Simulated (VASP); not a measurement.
Consider the following.

```
CELL_PARAMETERS angstrom
      0.00000     2.14492     2.14492
      2.14492     0.00000     2.14492
      2.14492     2.14492     0.00000
ATOMIC_POSITIONS crystal
  Mg 0.00000 0.00000 0.00000
  O  0.50000 0.50000 0.50000
```

The numbers are results of PBE GGA with D3 dispersion (zero damping), VASP's PBE PAW potentials (set 64) (plane waves; VASP), not measurements. Settings: 520 eV cut-off, 11×11×11 Γ-centred mesh, Gaussian smearing of 0.050 eV, potentials Mg O.

Q: The job: MgO (rock salt), 2 atoms, PBE-D3 (zero damping), static run, 520 eV, 11×11×11 Γ-centred mesh. Roughly how much core time does it take on a busy server core?

A: About 6 core-seconds (one run on a shared machine, a rough figure). It had 56 irreducible k-points, 8 bands, up to 539 plane waves and 12 electronic steps.

The compound is MgO in the rock salt structure. This cell is one point of a volume scan, at 1.06 of the reference volume.
